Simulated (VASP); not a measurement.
Method: optB88-vdW, VASP's PBE PAW potentials (set 64) (plane waves; VASP).

The input files of a VASP run:

File KPOINTS:
```
K-points
0
Gamma
 9 9 9
```

### INCAR
```
AGGAC=0.0
PARAM2=0.22
SYSTEM=Rb
ALGO=Normal   # blocked Davidson
NELM=100
PARAM1=0.1833333333
PREC=Accurate
LWAVE=F
LMAXMIX=4   # l cut-off of mixed one-centre charges
LUSE_VDW=T
LREAL=F   # projection in real space or not
ENCUT=520
EDIFF=1E-7   # SCF stop (eV)
SIGMA=0.1
ISMEAR=1
LCHARG=F
LASPH=T
ISIF=2
GGA=BO
```

**POSCAR**
```
Rb
1
   -2.7269382346     2.7269382346     2.7269382346
    2.7269382346    -2.7269382346     2.7269382346
    2.7269382346     2.7269382346    -2.7269382346
Rb
1
Direct
  0.0000000000   0.0000000000   0.0000000000
```

POTCAR, in this order: Rb_sv (PBE.64 set). Program: vasp_std.

What VASP printed:

### OSZICAR
```
       N       E                     dE             d eps       ncg     rms          rms(c)
DAV:   1     0.493487455966E+02    0.49349E+02   -0.34016E+03   560   0.829E+02
DAV:   2     0.359190105829E+01   -0.45757E+02   -0.45276E+02   632   0.143E+02
DAV:   3     0.125382867928E+01   -0.23381E+01   -0.23331E+01   784   0.378E+01
DAV:   4     0.121244199066E+01   -0.41387E-01   -0.41390E-01   944   0.405E+00
DAV:   5     0.121219055477E+01   -0.25144E-03   -0.25144E-03   840   0.242E-01    0.114E+00
DAV:   6     0.121253456506E+01    0.34401E-03   -0.12804E-03   896   0.234E-01    0.700E-01
DAV:   7     0.121210573593E+01   -0.42883E-03   -0.34728E-03   704   0.374E-01    0.435E-02
DAV:   8     0.121189043123E+01   -0.21530E-03   -0.34064E-04   752   0.982E-02    0.141E-02
DAV:   9     0.121184772132E+01   -0.42710E-04   -0.77952E-05   760   0.384E-02    0.454E-03
DAV:  10     0.121184050094E+01   -0.72204E-05   -0.21210E-05   752   0.225E-02    0.179E-03
DAV:  11     0.121183990076E+01   -0.60018E-06   -0.11487E-06   848   0.516E-03    0.135E-03
DAV:  12     0.121183968700E+01   -0.21376E-06   -0.80324E-07   672   0.377E-03    0.520E-04
DAV:  13     0.121183969407E+01    0.70662E-08   -0.91103E-09   576   0.621E-04
   1 F= 0.12118397E+01 E0= 0.12122560E+01  d E =-.124905E-02
```

OUTCAR:
```
------------------------ aborting loop because EDIFF is reached ----------------------------------------
  FORCE on cell =-STRESS in cart. coord.  units (eV):
  Direction    XX          YY          ZZ          XY          YZ          ZX
  --------------------------------------------------------------------------------------
  Total        0.0415928      0.0415928      0.0415928     -0.0000000     -0.0000000      0.0000000
  in kB        0.8215671      0.8215671      0.8215671     -0.0000000     -0.0000000      0.0000000
  external PRESSURE =       0.8215671 kB  Pullay stress =       0.0000000 kB
  volume of cell :       81.11
      direct lattice vectors                 reciprocal lattice vectors
    -2.726938235  2.726938235  2.726938235     0.000000000  0.183355821  0.183355821
     2.726938235 -2.726938235  2.726938235     0.183355821  0.000000000  0.183355821
     2.726938235  2.726938235 -2.726938235     0.183355821  0.183355821  0.000000000
 POSITION                                       TOTAL-FORCE (eV/Angst)
 -----------------------------------------------------------------------------------
      0.00000      0.00000      0.00000        -0.000000     -0.000000      0.000000
 -----------------------------------------------------------------------------------
    total drift:                               -0.000000      0.000000      0.000000
  FREE ENERGIE OF THE ION-ELECTRON SYSTEM (eV)
  ---------------------------------------------------
  free  energy   TOTEN  =         1.2118396941 eV

  energy  without entropy=        1.2130887476  energy(sigma->0) =        1.21225605
```
(Selected blocks of OUTCAR.)

The compound is Rb in the bcc structure. This cell is one point of a volume scan, at 0.97 of the reference volume.
